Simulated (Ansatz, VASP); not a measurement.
# Cross-check of GaSb between VASP and Ansatz, part 3 of 3

Wanted: the spread between two codes on one cell, functional and k mesh. The cell is taken from a series of runs on this material, whose earlier steps may have relaxed, scaled, displaced or heated it; both programs get it as it stands.

VASP 6.6.1 and Ansatz 0.2.0.

So far: Starting point; Ansatz: zone-centre phonons, PBEsol; VASP: zone-centre phonons, PBEsol.

### Step 3. VASP: zone-centre phonons, PBEsol (continued)

Level of this step: PBEsol; plane waves and PAW (Ga_d, Sb) (VASP).

Numbers of over 12 decimals in the logs are rounded to 6 here.

Parts of OUTCAR (step 3):

```text
ion  position               nearest neighbor table
   1  0.000  0.000  0.000-   2 2.59   2 2.59   2 2.59   2 2.59
   2  0.750  0.750  0.750-   1 2.59   1 2.59   1 2.59   1 2.59

  LATTYP: Found a trigonal (rhomboedric) cell.
 ALAT       =     4.2330055846
 COS(alpha) =     0.4998507349

 Subroutine GETGRP returns: Found  6 space group operations
 (whereof  6 operations were pure point group operations)

The static configuration has the point symmetry C_3v.

   k-points           NKPTS =   1728   k-points in BZ     NKDIM =   1728   number of bands    NBANDS=     15

   dimension x,y,z NGX =    32 NGY =   32 NGZ =   32
   dimension x,y,z NGXF=    64 NGYF=   64 NGZF=   64

   ENCUT  =  500.0 eV  36.75 Ry    6.06 a.u.   7.72  7.72  7.72*2*pi/ulx,y,z

   NELECT =      18.0000    total number of electrons

 k-points in reciprocal lattice and weights: Points of the shifted mesh
   0.04166667  0.04166667  0.04166667       0.001
   0.04166667  0.04166667  0.12500000       0.001
   0.04166667  0.04166667  0.20833333       0.001
   0.04166667  0.04166667  0.29166667       0.001
   0.04166667  0.04166667  0.37500000       0.001
   0.04166667  0.04166667  0.45833333       0.001
   0.04166667  0.04166667  0.54166667       0.001
   0.04166667  0.04166667  0.62500000       0.001
   0.04166667  0.04166667  0.70833333       0.001
[...]
0.95833333  0.95833333  0.87500000       0.001
   0.95833333  0.95833333  0.95833333       0.001

 average (electrostatic) potential at core
       1 -64.9768       2 -86.8756

  Total        1.2774452      1.2774452      1.2774452      0.0004357      0.0004357      0.0004357
  in kB       38.1525988     38.1525988     38.1525988      0.0130114      0.0130114      0.0130114
  external PRESSURE =      38.1525988 kB  Pullay stress =       0.0000000 kB

  energy-cutoff  :      500.00
  volume of cell :       53.64
      direct lattice vectors                 reciprocal lattice vectors
    -0.000446762  2.993186937  2.993186937    -0.167008637  0.167033568  0.167033568
     2.993186937 -0.000446762  2.993186937     0.167033568 -0.167008637  0.167033568
     2.993186937  2.993186937 -0.000446762     0.167033568  0.167033568 -0.167008637

 POSITION                                       TOTAL-FORCE (eV/Angst)
 -----------------------------------------------------------------------------------
      0.00015      0.00015      0.00015        -0.000467     -0.000467     -0.000467
      4.48929      4.48929      4.48929         0.000467      0.000467      0.000467
 -----------------------------------------------------------------------------------
    total drift:                               -0.000014     -0.000014     -0.000014

 Eigenvectors and eigenvalues of the dynamical matrix
 ----------------------------------------------------

   1 f  =    7.184375 THz    45.140757 2PiTHz  239.644940 cm-1    29.712172 meV
             X         Y         Z           dx          dy          dz
      0.000150  0.000150  0.000150     0.112240    0.499832   -0.612072
      4.489295  4.489295  4.489295    -0.084717   -0.377267    0.461985

   2 f  =    7.184375 THz    45.140757 2PiTHz  239.644940 cm-1    29.712172 meV
             X         Y         Z           dx          dy          dz
      0.000150  0.000150  0.000150    -0.641958    0.418182    0.223776
      4.489295  4.489295  4.489295     0.484542   -0.315639   -0.168904

   3 f  =    7.183774 THz    45.136984 2PiTHz  239.624910 cm-1    29.709689 meV
             X         Y         Z           dx          dy          dz
      0.000150  0.000150  0.000150     0.460825    0.460825    0.460825
      4.489295  4.489295  4.489295    -0.347813   -0.347813   -0.347813

   4 f/i=    0.008980 THz     0.056422 2PiTHz    0.299535 cm-1     0.037138 meV
             X         Y         Z           dx          dy          dz
      0.000150  0.000150  0.000150    -0.490635    0.275757    0.214878
      4.489295  4.489295  4.489295    -0.650031    0.365344    0.284687

   5 f/i=    0.008980 THz     0.056422 2PiTHz    0.299535 cm-1     0.037138 meV
             X         Y         Z           dx          dy          dz
      0.000150  0.000150  0.000150    -0.035148   -0.407329    0.442477
      4.489295  4.489295  4.489295    -0.046567   -0.539659    0.586227

   6 f/i=    0.009103 THz     0.057195 2PiTHz    0.303639 cm-1     0.037646 meV
             X         Y         Z           dx          dy          dz
      0.000150  0.000150  0.000150     0.347813    0.347813    0.347813
      4.489295  4.489295  4.489295     0.460825    0.460825    0.460825

 ELASTIC MODULI CONTR FROM IONIC RELAXATION (kBar)
 Direction    XX          YY          ZZ          XY          YZ          ZX
 --------------------------------------------------------------------------------
 XX          -0.0004     -0.0004     -0.0004      0.1784      0.2693      0.1643
 YY          -0.0004     -0.0004     -0.0004      0.1643      0.1784      0.2693
 ZZ          -0.0004     -0.0004     -0.0004      0.2693      0.1643      0.1784
 XY           0.1784      0.1643      0.2693   -298.6008      1.2270      1.2270
 YZ           0.2693      0.1784      0.1643      1.2270   -298.6008      1.2270
 ZX           0.1643      0.2693      0.1784      1.2270      1.2270   -298.6008
 --------------------------------------------------------------------------------
```

The PAW data sets were made with PBE, which is usual practice but a small mismatch for other functionals.

### Step 4. Comparison

Known differences besides the potentials themselves: the data sets hold 28 valence electrons in Ansatz (on its PAW soft_1 files) and 18 in VASP; the cutoff is 420 eV in Ansatz and 500 eV in VASP; Ansatz makes its cores anew for this functional, VASP keeps those of its PBE data sets. Total energies have different zeros and are not compared.

Compared:

```
                  quantity  Ansatz   VASP  difference
optical mode 1 to 3 (cm⁻¹)   237.9  239.6     -0.72 %
```

Modes are paired by rising frequency, not by their patterns, so a pair may set unlike modes beside each other; they are those without the splitting of longitudinal modes.

### Step 5. Results

```json
{
  "r.m.s. difference of the optical zone-centre modes, each program's sorted by frequency (zone-centre phonons, PBEsol)": "1.7 cm⁻¹",
  "difference in optical mode 1 to 3 (zone-centre phonons, PBEsol)": "-0.7 %"
}
```

What this shows: The r.m.s. difference of the optical zone-centre modes, each program's sorted by frequency is 1.7 cm⁻¹ (zone-centre phonons, PBEsol). The data sets hold unlike numbers of valence electrons (28 in Ansatz and 18 in VASP), so part of the differences may come from the potentials. Among the rows given in per cent, the largest difference of the zone-centre phonons, PBEsol pair is in optical mode 1 to 3, -0.7 %. Such differences can come from data sets, numerical settings and the points named under the comparisons, not from the functional's error against experiment.

[Lines on the potential files, build, host, timing and source positions are cut from VASP's logs without a mark.]

[Logs are printed without paths, hosts, clocks, repeated set-up lines and the standing remarks that a program may print on its own settings, such as how far it seeks lower states.]

[Hosts, paths, dates, database ids (printed as entryN), source tags and the programs' standing remarks are cut or masked in the printed files.]
